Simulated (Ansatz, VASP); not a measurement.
# AgCl in two plane-wave programs, part 2 of 2

Wanted: the spread between two codes on one cell, functional and k mesh. The cell is taken from a series of runs on this material, whose earlier steps may have relaxed, scaled, displaced or heated it; both programs get it as it stands.

VASP 6.6.1 and Ansatz 0.2.0.

So far: Set-up; Ansatz: zone-centre phonons, PBE.

## Step 3: VASP: zone-centre phonons, PBE

Level of this step: PBE; plane waves and PAW (Ag, Cl) (VASP).

The same cell, functional and mesh now go to VASP, with its own data sets.

Lines of VASP's logs that name or quote its potential files are left out, and so is its time.

INCAR reads:

```
SYSTEM = AgCl
PREC = Accurate
ENCUT = 500
EDIFF = 1E-08
NELM = 120
ISMEAR = 0
SIGMA = 0.01
LREAL = .FALSE.
ALGO = Normal
GGA = PE
NBANDS = 15
LASPH = .TRUE.
LORBIT = 11
LWAVE = .FALSE.
LCHARG = .FALSE.
ISIF = 2
IBRION = 8
LEPSILON = .TRUE.
GGA_COMPAT = .FALSE.
EFERMI = MIDGAP
KPAR = 2
```

POSCAR reads:

```
AgCl
1.0
    0.0000000000      2.8057534124      2.8057534124
    2.8057534124      0.0000000000      2.8057534124
    2.8057534124      2.8057534124      0.0000000000
Ag Cl
1 1
Direct
    0.0000000000      0.0000000000      0.0000000000
    0.5000000000      0.5000000000      0.5000000000
```

KPOINTS reads:

```
Automatic mesh
0
Gamma
8 8 8
0 0 0
```

PAW data sets: Ag and Cl (PBE family, release 64).

Launch:

```bash
$ mpirun -np 2 vasp_std
```

Numbers of over 12 decimals in the logs are rounded to 6 here.

The log of the run:

```text
[banner, memory and clock lines left out]
running    2 mpi-ranks, on    1 nodes
 distrk:  each k-point on    1 cores,    2 groups
 distr:  one band on    1 cores,    1 groups

 POSCAR found type information on POSCAR AgCl
 POSCAR found :  2 types and       2 ions
 LDA part: xc-table for (Slater+PW92), standard interpolation
 POSCAR, INCAR and KPOINTS ok, starting setup
 FFT: planning ... GRIDC
 FFT: planning ... GRID_SOFT
 FFT: planning ... GRID
 WAVECAR not read
 entering main loop
       N       E                     dE             d eps       ncg     rms          rms(c)
DAV:   1     0.979169020976E+02    0.97917E+02   -0.84457E+03   878   0.104E+03
DAV:   2    -0.193472493891E+01   -0.99852E+02   -0.91888E+02  1059   0.227E+02
DAV:   3    -0.556513101763E+01   -0.36304E+01   -0.36213E+01  1073   0.457E+01
DAV:   4    -0.559163173408E+01   -0.26501E-01   -0.26498E-01  1087   0.428E+00
DAV:   5    -0.559201894089E+01   -0.38721E-03   -0.38720E-03  1122   0.511E-01    0.559E+00
DAV:   6    -0.540566093514E+01    0.18636E+00   -0.27403E-01  1041   0.685E+00    0.365E+00
DAV:   7    -0.540171731735E+01    0.39436E-02   -0.97907E-02  1066   0.221E+00    0.188E+00
DAV:   8    -0.540107955182E+01    0.63777E-03   -0.51138E-03  1031   0.772E-01    0.308E-01
DAV:   9    -0.540115653067E+01   -0.76979E-04   -0.53876E-04  1122   0.319E-01    0.462E-02
DAV:  10    -0.540123035625E+01   -0.73826E-04   -0.11950E-04  1003   0.988E-02    0.303E-02
DAV:  11    -0.540123512630E+01   -0.47700E-05   -0.50669E-06  1108   0.168E-02    0.408E-03
DAV:  12    -0.540123510738E+01    0.18914E-07   -0.21565E-07  1094   0.495E-03    0.339E-03
DAV:  13    -0.540123513019E+01   -0.22808E-07   -0.12515E-07  1010   0.349E-03    0.985E-04
DAV:  14    -0.540123510318E+01    0.27009E-07   -0.98772E-09   961   0.778E-04    0.237E-04
DAV:  15    -0.540123510771E+01   -0.45329E-08   -0.68360E-10   610   0.227E-04
   1 F= -.54012351E+01 E0= -.54012351E+01  d E =0.000000E+00
 Linear response reoptimize wavefunctions to high precision
DAV:   1    -0.540123511257E+01   -0.48549E-08   -0.11810E-10   673   0.143E-04
DAV:   2    -0.540123511263E+01   -0.64574E-10   -0.44493E-11   568   0.488E-05
 Linear response G [H, r] |phi>, progress :
  Direction:   1
       N       E                     dE             d eps       ncg     rms
RMM:   1    -0.780085779361E+02   -0.78009E+02   -0.41832E+01  1923   0.692E+01
RMM:   2    -0.707782889677E+02    0.72303E+01   -0.34510E+00  1437   0.138E+01
RMM:   3    -0.708035803256E+02   -0.25291E-01   -0.38993E-02  1449   0.150E+00
RMM:   4    -0.708044044168E+02   -0.82409E-03   -0.33172E-04  1504   0.199E-01
RMM:   5    -0.708044560067E+02   -0.51590E-04    0.35711E-05  1529   0.298E-02
RMM:   6    -0.708044613099E+02   -0.53031E-05    0.12467E-06  1564   0.610E-03
RMM:   7    -0.708044619774E+02   -0.66750E-06   -0.56050E-06  1589   0.256E-03
RMM:   8    -0.708044611026E+02    0.87475E-06   -0.32676E-06  1313   0.202E-03
RMM:   9    -0.708044626992E+02   -0.15965E-05   -0.60163E-06   992   0.195E-03
RMM:  10    -0.708044627038E+02   -0.46098E-08   -0.19961E-05   955   0.195E-03
RMM:  11    -0.708044627360E+02   -0.32212E-07   -0.56692E-05   887   0.194E-03
 Linear response G [H, r] |phi>, progress :
  Direction:   2
       N       E                     dE             d eps       ncg     rms
RMM:   1    -0.776149885021E+02   -0.77615E+02   -0.51089E+01  1892   0.678E+01
RMM:   2    -0.739755725860E+02    0.36394E+01   -0.26931E+00  1430   0.123E+01
RMM:   3    -0.739993699617E+02   -0.23797E-01   -0.37150E-02  1449   0.144E+00
RMM:   4    -0.739999204256E+02   -0.55046E-03   -0.71502E-04  1503   0.193E-01
RMM:   5    -0.739999357653E+02   -0.15340E-04   -0.27737E-05  1531   0.293E-02
RMM:   6    -0.739999361386E+02   -0.37324E-06   -0.13755E-05  1587   0.622E-03
RMM:   7    -0.739999360969E+02    0.41697E-07   -0.22100E-05  1596   0.283E-03
RMM:   8    -0.739999360555E+02    0.41326E-07   -0.37508E-05  1324   0.231E-03
RMM:   9    -0.739999360229E+02    0.32603E-07   -0.75921E-05  1020   0.225E-03
RMM:  10    -0.739999360068E+02    0.16102E-07   -0.61690E-05   976   0.224E-03
RMM:  11    -0.739999359508E+02    0.56007E-07   -0.14846E-05   929   0.224E-03
 Linear response G [H, r] |phi>, progress :
  Direction:   3
       N       E                     dE             d eps       ncg     rms
RMM:   1    -0.749196077636E+02   -0.74920E+02   -0.90565E+00  1794   0.679E+01
RMM:   2    -0.688964161994E+02    0.60232E+01   -0.30836E+00  1448   0.128E+01
RMM:   3    -0.689220683699E+02   -0.25652E-01   -0.45782E-02  1418   0.147E+00
RMM:   4    -0.689226614637E+02   -0.59309E-03   -0.87195E-04  1481   0.200E-01
RMM:   5    -0.689226785791E+02   -0.17115E-04   -0.50994E-05  1532   0.299E-02
RMM:   6    -0.689226781051E+02    0.47404E-06   -0.20694E-05  1546   0.606E-03
RMM:   7    -0.689226784483E+02   -0.34321E-06    0.24731E-04  1495   0.250E-03
RMM:   8    -0.689226785677E+02   -0.11947E-06    0.63313E-05  1221   0.196E-03
[...]
RMM:   1    -0.493763965034E+00   -0.49376E+00   -0.20047E+00  1806   0.334E+00
RMM:   2    -0.523222029398E+00   -0.29458E-01   -0.88818E-03  1443   0.610E-01
RMM:   3    -0.523382501677E+00   -0.16047E-03   -0.16006E-04  1433   0.770E-02
RMM:   4    -0.523384712441E+00   -0.22108E-05   -0.33666E-06  1458   0.113E-02
[...]
RMM:  12    -0.510288604730E+00    0.37916E-07   -0.23239E-07  1474   0.948E-05    0.366E-06
 change of polarisation eV/A/(eV/A) component  1 :     0.962     0.191     0.059
 dielectric tensor                  component  1 :     4.942     0.781     0.242
 Linear response to external field, progress :
  Direction:   2
       N       E                     dE             d eps       ncg     rms          rms(c)
RMM:   1    -0.484827870597E+00   -0.48483E+00   -0.19197E+00  3597   0.330E+00
RMM:   2    -0.510715663775E+00   -0.25888E-01   -0.86611E-03  2925   0.592E-01    0.111E+00
RMM:   3    -0.489855094406E+00    0.20861E-01   -0.25295E-02  2797   0.812E-01    0.583E-01
RMM:   4    -0.499299416294E+00   -0.94443E-02   -0.14285E-02  2844   0.651E-01    0.193E-01
RMM:   5    -0.509207413448E+00   -0.99080E-02   -0.64969E-04  2888   0.186E-01    0.202E-02
RMM:   6    -0.509641406035E+00   -0.43399E-03   -0.30829E-05  2933   0.340E-02    0.971E-03
RMM:   7    -0.510183797101E+00   -0.54239E-03   -0.67065E-06  2900   0.182E-02    0.399E-03
RMM:   8    -0.510292345919E+00   -0.10855E-03   -0.86300E-07  2910   0.614E-03    0.130E-03
RMM:   9    -0.510289051363E+00    0.32946E-05   -0.10386E-07  3002   0.185E-03    0.204E-04
RMM:  10    -0.510289780551E+00   -0.72919E-06    0.17277E-07  3011   0.572E-04    0.292E-05
RMM:  11    -0.510289216547E+00    0.56400E-06    0.28679E-07  2174   0.119E-04    0.150E-05
RMM:  12    -0.510289172819E+00    0.43729E-07    0.11998E-07  1467   0.949E-05    0.368E-06
 change of polarisation eV/A/(eV/A) component  2 :     0.182     0.962    -0.020
 dielectric tensor                  component  2 :     0.744     4.942    -0.080
 Linear response to external field, progress :
  Direction:   3
       N       E                     dE             d eps       ncg     rms          rms(c)
RMM:   1    -0.484731812043E+00   -0.48473E+00   -0.19188E+00  3600   0.330E+00
RMM:   2    -0.510715240821E+00   -0.25983E-01   -0.86704E-03  2923   0.593E-01    0.111E+00
RMM:   3    -0.489854840509E+00    0.20860E-01   -0.25300E-02  2797   0.812E-01    0.583E-01
RMM:   4    -0.499299260164E+00   -0.94444E-02   -0.14287E-02  2839   0.651E-01    0.193E-01
RMM:   5    -0.509207294127E+00   -0.99080E-02   -0.64995E-04  2880   0.186E-01    0.202E-02
RMM:   6    -0.509641532661E+00   -0.43424E-03   -0.30817E-05  2935   0.340E-02    0.970E-03
RMM:   7    -0.510183821647E+00   -0.54229E-03   -0.67006E-06  2893   0.182E-02    0.399E-03
RMM:   8    -0.510292345117E+00   -0.10852E-03   -0.86398E-07  2931   0.614E-03    0.129E-03
RMM:   9    -0.510289053448E+00    0.32917E-05   -0.11270E-07  3005   0.185E-03    0.204E-04
RMM:  10    -0.510289781803E+00   -0.72835E-06    0.13448E-07  3018   0.571E-04    0.292E-05
RMM:  11    -0.510289216272E+00    0.56553E-06    0.55857E-07  2182   0.119E-04    0.150E-05
RMM:  12    -0.510289173762E+00    0.42510E-07    0.27472E-07  1493   0.949E-05    0.357E-06
 change of polarisation eV/A/(eV/A) component  3 :     0.051     0.106     0.962
 dielectric tensor                  component  3 :     0.207     0.433     4.942
 Linear response DOF=           2
 Linear response progress:
  Degree of freedom:   1/  2
       N       E                     dE             d eps       ncg     rms          rms(c)
RMM:   1    -0.306561239021E+00   -0.30656E+00   -0.21264E-01  2755   0.365E+00
RMM:   2    -0.304308605110E+00    0.22526E-02   -0.20426E-03  2705   0.350E-01    0.508E-02
RMM:   3    -0.304146247720E+00    0.16236E-03   -0.46572E-05  2991   0.494E-02    0.317E-02
RMM:   4    -0.303968445673E+00    0.17780E-03   -0.10153E-05  2960   0.230E-02    0.566E-03
RMM:   5    -0.303937480267E+00    0.30965E-04   -0.28785E-07  3045   0.423E-03    0.138E-03
RMM:   6    -0.303932288823E+00    0.51914E-05   -0.77817E-08  2900   0.182E-03    0.271E-04
RMM:   7    -0.303934074623E+00   -0.17858E-05   -0.32137E-08  3045   0.700E-04    0.832E-05
RMM:   8    -0.303933572561E+00    0.50206E-06   -0.31475E-08  3125   0.272E-04    0.356E-05
RMM:   9    -0.303933399108E+00    0.17345E-06   -0.30210E-08  3077   0.149E-04    0.108E-05
RMM:  10    -0.303933299288E+00    0.99819E-07   -0.33187E-08  3234   0.123E-04    0.418E-06
RMM:  11    -0.303933250697E+00    0.48592E-07   -0.38045E-08  3121   0.118E-04    0.782E-07
RMM:  12    -0.303933261029E+00   -0.10332E-07   -0.40564E-08  2618   0.112E-04    0.148E-07
RMM:  13    -0.303933262243E+00   -0.12135E-08   -0.32704E-08  1736   0.111E-04    0.249E-08
 first order change of Fermi-energy  -0.29133E-03
 force on displaced ion       1 direction 1 :  -0.794   0.000   0.000
 Born effective charge ion    1 direction 1 :   1.451   0.000   0.000
 Linear response progress:
  Degree of freedom:   2/  2
       N       E                     dE             d eps       ncg     rms          rms(c)
RMM:   1    -0.190979532375E+00   -0.19098E+00    0.44737E-02  3992   0.263E+00
RMM:   2    -0.190442120208E+00    0.53741E-03   -0.16004E-03  2728   0.292E-01    0.644E-02
RMM:   3    -0.190769297798E+00   -0.32718E-03   -0.44844E-05  2827   0.456E-02    0.346E-02
RMM:   4    -0.191145409029E+00   -0.37611E-03   -0.28158E-05  2828   0.316E-02    0.599E-03
RMM:   5    -0.191148960555E+00   -0.35515E-05   -0.19375E-06  2894   0.991E-03    0.338E-03
RMM:   6    -0.191151379699E+00   -0.24191E-05   -0.36695E-08  2861   0.124E-03    0.212E-03
RMM:   7    -0.191160045877E+00   -0.86662E-05   -0.12150E-07  2729   0.149E-03    0.179E-04
RMM:   8    -0.191158395009E+00    0.16509E-05   -0.79362E-09  2980   0.299E-04    0.126E-04
RMM:   9    -0.191156669334E+00    0.17257E-05    0.45670E-09  2909   0.250E-04    0.694E-05
RMM:  10    -0.191156605473E+00    0.63861E-07   -0.45180E-08  3040   0.106E-04    0.205E-05
RMM:  11    -0.191156755703E+00   -0.15023E-06    0.40808E-08  2920   0.758E-05    0.222E-06
RMM:  12    -0.191156756228E+00   -0.52424E-09    0.20230E-07  2862   0.664E-05    0.303E-06
RMM:  13    -0.191156740130E+00    0.16098E-07    0.17908E-07  2257   0.646E-05    0.196E-07
RMM:  14    -0.191156737410E+00    0.27196E-08    0.17706E-07  1615   0.641E-05    0.492E-07
RMM:  15    -0.191156738991E+00   -0.15814E-08    0.18068E-07  1077   0.639E-05    0.207E-07
RMM:  16    -0.191156740805E+00   -0.18133E-08    0.18219E-07   977   0.639E-05    0.257E-08
 first order change of Fermi-energy   0.65543E-03
 force on displaced ion       2 direction 1 :  -0.795   0.000   0.000
 Born effective charge ion    2 direction 1 :  -1.453   0.000   0.000
 Born effective charges drift removed
 Linear response finished
```

From OUTCAR (step 3):

```text
ion  position               nearest neighbor table
   1  0.000  0.000  0.000-   2 2.81   2 2.81   2 2.81   2 2.81   2 2.81   2 2.81
   2  0.500  0.500  0.500-   1 2.81   1 2.81   1 2.81   1 2.81   1 2.81   1 2.81

  LATTYP: Found a face centered cubic cell.
 ALAT       =     5.6115068248

 Subroutine GETGRP returns: Found 48 space group operations
 (whereof 48 operations were pure point group operations)

The static configuration has the point symmetry O_h .

 Found     29 irreducible k-points:

   k-points           NKPTS =     29   k-points in BZ     NKDIM =     29   number of bands    NBANDS=     15

   dimension x,y,z NGX =    30 NGY =   30 NGZ =   30
   dimension x,y,z NGXF=    60 NGYF=   60 NGZF=   60

   ENCUT  =  500.0 eV  36.75 Ry    6.06 a.u.   7.23  7.23  7.23*2*pi/ulx,y,z

   NELECT =      18.0000    total number of electrons

 k-points in reciprocal lattice and weights: Automatic mesh
   0.00000000  0.00000000  0.00000000       0.002
   0.12500000  0.00000000  0.00000000       0.016
   0.25000000  0.00000000  0.00000000       0.016
   0.37500000  0.00000000  0.00000000       0.016
   0.50000000  0.00000000  0.00000000       0.008
   0.12500000  0.12500000  0.00000000       0.012
   0.25000000  0.12500000  0.00000000       0.047
   0.37500000  0.12500000  0.00000000       0.047
   0.50000000  0.12500000  0.00000000       0.047
[...]
-0.37500000  0.50000000  0.12500000       0.023
  -0.25000000  0.50000000  0.25000000       0.012

 average (electrostatic) potential at core
       1 -73.4596       2 -91.7743

  Total       -0.0333131     -0.0333131     -0.0333131      0.0000000     -0.0000000      0.0000000
  in kB       -1.2082234     -1.2082234     -1.2082234      0.0000000     -0.0000000      0.0000000
  external PRESSURE =      -1.2082234 kB  Pullay stress =       0.0000000 kB

  energy-cutoff  :      500.00
  volume of cell :       44.18
      direct lattice vectors                 reciprocal lattice vectors
     0.000000000  2.805753412  2.805753412    -0.178205254  0.178205254  0.178205254
     2.805753412  0.000000000  2.805753412     0.178205254 -0.178205254  0.178205254
     2.805753412  2.805753412  0.000000000     0.178205254  0.178205254 -0.178205254

 POSITION                                       TOTAL-FORCE (eV/Angst)
 -----------------------------------------------------------------------------------
      0.00000      0.00000      0.00000         0.000000     -0.000000      0.000000
      2.80575      2.80575      2.80575        -0.000000      0.000000     -0.000000
 -----------------------------------------------------------------------------------
    total drift:                               -0.000000      0.000000      0.000000

 MACROSCOPIC STATIC DIELECTRIC TENSOR (including local field effects in DFT)
 ------------------------------------------------------
           4.942370     0.000000     0.000000
          -0.000000     4.942370     0.000000
          -0.000000     0.000000     4.942370
 ------------------------------------------------------

 PIEZOELECTRIC TENSOR (including local field effects)  for field in x, y, z        (C/m^2)
          XX          YY          ZZ          XY          YZ          ZX
  --------------------------------------------------------------------------------
  x     0.00000     0.00000     0.00000     0.00000     0.00000     0.00000
  y     0.00000     0.00000     0.00000     0.00000     0.00000     0.00000
  z     0.00000     0.00000     0.00000     0.00000     0.00000     0.00000

 BORN EFFECTIVE CHARGES (including local field effects) (in |e|, cummulative output)
 ---------------------------------------------------------------------------------
 ion    1
    1     1.45195     0.00000     0.00000
    2    -0.00000     1.45195     0.00000
    3     0.00000    -0.00000     1.45195
 ion    2
    1    -1.45195     0.00000    -0.00000
    2     0.00000    -1.45195     0.00000
    3     0.00000     0.00000    -1.45195

 Eigenvectors and eigenvalues of the dynamical matrix
 ----------------------------------------------------

   1 f  =    2.698094 THz    16.952626 2PiTHz   89.998733 cm-1    11.158416 meV
             X         Y         Z           dx          dy          dz
      0.000000  0.000000  0.000000    -0.000000   -0.497058    0.000000
      2.805753  2.805753  2.805753     0.000000    0.867718    0.000000

   2 f  =    2.698094 THz    16.952626 2PiTHz   89.998733 cm-1    11.158416 meV
             X         Y         Z           dx          dy          dz
      0.000000  0.000000  0.000000     0.000000    0.000000   -0.497058
      2.805753  2.805753  2.805753     0.000000   -0.000000    0.867718

   3 f  =    2.698094 THz    16.952626 2PiTHz   89.998733 cm-1    11.158416 meV
             X         Y         Z           dx          dy          dz
      0.000000  0.000000  0.000000     0.497058   -0.000000    0.000000
      2.805753  2.805753  2.805753    -0.867718    0.000000    0.000000

   4 f/i=    0.000943 THz     0.005926 2PiTHz    0.031461 cm-1     0.003901 meV
             X         Y         Z           dx          dy          dz
      0.000000  0.000000  0.000000     0.267843   -0.535472   -0.628064
      2.805753  2.805753  2.805753     0.153429   -0.306736   -0.359776

   5 f/i=    0.000943 THz     0.005926 2PiTHz    0.031461 cm-1     0.003901 meV
             X         Y         Z           dx          dy          dz
      0.000000  0.000000  0.000000     0.805801    0.312502    0.077209
      2.805753  2.805753  2.805753     0.461590    0.179011    0.044228

   6 f/i=    0.000943 THz     0.005926 2PiTHz    0.031461 cm-1     0.003901 meV
             X         Y         Z           dx          dy          dz
      0.000000  0.000000  0.000000    -0.178547    0.607080   -0.593724
      2.805753  2.805753  2.805753    -0.102277    0.347756   -0.340105

 MACROSCOPIC STATIC DIELECTRIC TENSOR IONIC CONTRIBUTION
 ------------------------------------------------------
          10.869720    -0.000000     0.000000
          -0.000000    10.869720    -0.000000
           0.000000    -0.000000    10.869720
 ------------------------------------------------------

 ELASTIC MODULI CONTR FROM IONIC RELAXATION (kBar)
 Direction    XX          YY          ZZ          XY          YZ          ZX
 --------------------------------------------------------------------------------
 XX           0.0000      0.0000      0.0000      0.0000      0.0000      0.0000
 YY           0.0000      0.0000      0.0000      0.0000      0.0000      0.0000
 ZZ           0.0000      0.0000      0.0000      0.0000      0.0000      0.0000
 XY           0.0000      0.0000      0.0000      0.0000      0.0000      0.0000
 YZ           0.0000      0.0000      0.0000      0.0000      0.0000      0.0000
 ZX           0.0000      0.0000      0.0000      0.0000      0.0000      0.0000
 --------------------------------------------------------------------------------

 PIEZOELECTRIC TENSOR IONIC CONTR  for field in x, y, z        (C/m^2)
          XX          YY          ZZ          XY          YZ          ZX
  --------------------------------------------------------------------------------
  x     0.00000     0.00000     0.00000     0.00000     0.00000     0.00000
  y     0.00000     0.00000     0.00000     0.00000     0.00000     0.00000
  z     0.00000     0.00000     0.00000     0.00000     0.00000     0.00000
```

## Step 4: Side by side

Known differences besides the potentials themselves: fixed occupations in Ansatz, narrow Gaussian smearing in VASP; VASP's response is taken on the typed mesh, Ansatz refines its own for the field response alone; the data sets hold 26 valence electrons in Ansatz (on its default PAW (the set named soft_2) files) and 18 in VASP; the cutoff is 340 eV in Ansatz and 500 eV in VASP; Ansatz's log warns that its cutoff lies below the recommended one. Total energies have different zeros and are not compared.

The two programs side by side:

```csv
quantity,Ansatz,VASP,difference
ε∞ xx,4.98,4.94,+0.79 %
ε∞ yy,4.98,4.94,+0.79 %
ε∞ zz,4.98,4.94,+0.79 %
Born charge of Ag1 (mean of the diagonal) (e),1.46,1.45,0.00
Born charge of Cl2 (mean of the diagonal) (e),-1.46,-1.45,0.00
optical mode 1 to 3 (cm⁻¹),91.6,90.0,+1.82 %
```

Modes are paired by rising frequency, not by their patterns, so a pair may set unlike modes beside each other; they are those without the splitting of longitudinal modes.

## Step 5: Outcome

* r.m.s. difference of the optical zone-centre modes, each program's sorted by frequency (zone-centre phonons, PBE): 1.6 cm⁻¹
* difference in optical mode 1 to 3 (zone-centre phonons, PBE): +1.8 %

**Reading.** The r.m.s. difference of the optical zone-centre modes, each program's sorted by frequency is 1.6 cm⁻¹ (zone-centre phonons, PBE). The data sets hold unlike numbers of valence electrons (26 in Ansatz and 18 in VASP), so part of the differences may come from the potentials. Among the rows given in per cent, the largest difference of the zone-centre phonons, PBE pair is in optical mode 1 to 3, +1.8 %. How closely two codes agree says nothing of how well the functional describes the real material.

[Lines on the potential files, build, host, timing and source positions are cut from VASP's logs without a mark.]

[Logs are printed without paths, hosts, clocks, repeated set-up lines and the standing remarks that a program may print on its own settings, such as how far it seeks lower states.]

[Hosts, paths, dates, database ids (printed as entryN), source tags and the programs' standing remarks are cut or masked in the printed files.]
